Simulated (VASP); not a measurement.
Ta, 1 atom in the cell. It takes space group Im-3m (No. 229, cubic). The conventional cell has a = 3.335 Å, b = 3.335 Å, c = 3.335 Å, α = 90.00°, β = 90.00°, γ = 90.00°. Around Ta (site symmetry m-3m) lie 8 Ta at 2.89 Å. 

| Quantity | Value |
| --- | --- |
| Program | VASP 6.6.1 |
| Task | relaxation of cell and atoms |
| Functional | PBE |
| Potentials or basis | VASP PAW PBE potentials, release 64 (Ta_pv) |
| Cutoff | 520 eV |
| k mesh | 18 × 18 × 18 |
| Occupations | gaussian, width 1 eV |
| Spin | no spin polarisation |
| Further INCAR settings | ALGO = Normal; EDIFF = 1e-07; IBRION = 2; EDIFFG = -0.002; NSW = 80; ISIF = 3 |

Potentials or basis: VASP PAW PBE potentials, release 64 (Ta_pv).

Run with:

```console
$ cat potpaw_PBE.64/Ta_pv/POTCAR > POTCAR
$ mpirun -np 1 vasp_std > vasp.out
```

Hardware: 1 thread of Intel(R) Xeon(R) Platinum 8488C (Sapphire Rapids), on a shared host.

Problem. Estimate the wall time of this run.

Solution. Run time: 20 s on 1 thread of Intel(R) Xeon(R) Platinum 8488C (Sapphire Rapids), on a shared host, peak memory 0.17 GiB. Counts: scf iterations 12, k points 195, ion steps 1.
